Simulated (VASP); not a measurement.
Given:

```
AlCo
1.0
    2.86000     0.00000     0.00000
    0.00000     2.86000     0.00000
    0.00000     0.00000     2.86000
Al Co
1 1
Direct
  0.50000   0.50000   0.50000
  0.00000   0.00000   0.00000
```

Computed with PBE GGA, VASP's PBE PAW potentials (set 64) (plane waves; VASP 6.6.1). Numerical set-up: PREC = Low, 400 eV cut-off, 11×11×11 Γ-centred mesh, first-order Methfessel-Paxton smearing of 0.10 eV, potentials Al Co.

Q: Estimate the energy per atom (σ→0), pressure, band gap (on the k-mesh) with the smallest direct gap where there is one.

A: 
The band gap (on the k-mesh) is none (metal, semimetal or under 0.01 eV). The energy per atom (σ→0) is -5.992 eV/atom and the pressure is -1.85 GPa.

The absolute energy has meaning only against runs of the same code, potentials and settings.

The compound is CoAl in the CsCl type structure. The cell was not relaxed at this level. The run is one of a series of settings (PREC = Low against the base run), some of them coarse on purpose. The run is not spin-polarised, so no magnetic state was tried.
